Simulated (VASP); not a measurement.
Input:

```xyz
1
Lattice="-1.5282 1.5282 1.5282 1.5282 -1.5282 1.5282 1.5282 1.5282 -1.5282" Properties=species:S:1:pos:R:3 pbc="T T T"
V      0.0000     0.0000     0.0000
```

All values below come from PBE GGA, VASP's PBE PAW potentials (set 64) (plane waves; VASP). Run with 300 eV cut-off, 20×20×20 Γ-centred mesh, Gaussian smearing of 0.14 eV, potentials V_sv.

At this cut-off the stress carries a Pulay error, which pulls relaxed volumes low. Energy and stress use the plane-wave basis of the starting cell.

Task: The ions, cell shape and volume are relaxed. Give the cell that the relaxation ends in.

Result: 
```xyz
1
Lattice="-1.4989 1.4989 1.4989 1.4989 -1.4989 1.4989 1.4989 1.4989 -1.4989" Properties=species:S:1:pos:R:3 pbc="T T T"
V      0.0000     2.9978     0.0000
```
Space group Im-3m (229), at a tolerance of 0.03 Å.

Task: How do energy and volume change from the first to the last step?

Result: The energy (σ→0) changes by -26.0 meV/atom and the volume by -5.6 %, in 4 ionic steps.

```tsv
step	E(σ→0) (eV)	max force (eV/Å)	pressure (GPa)	volume (Å³)
1	-8.9727	0.000	-9.83	14.28
2	-8.9579	0.000	14.96	12.54
3	-8.9987	0.000	-0.18	13.49
4	-8.9987	0.000	0.06	13.47
```

The structure comes from a computed database's V entry; how it stands against other phases isn't given here. This run relaxes it. Symmetry was kept, so distortions that lower it aren't found. The run is one of a series of settings (EDIFFG = -0.01, IBRION = 2, ISIF = 3, NSW = 50 against the base run), some of them coarse on purpose. The run is not spin-polarised, so no magnetic state was tried.
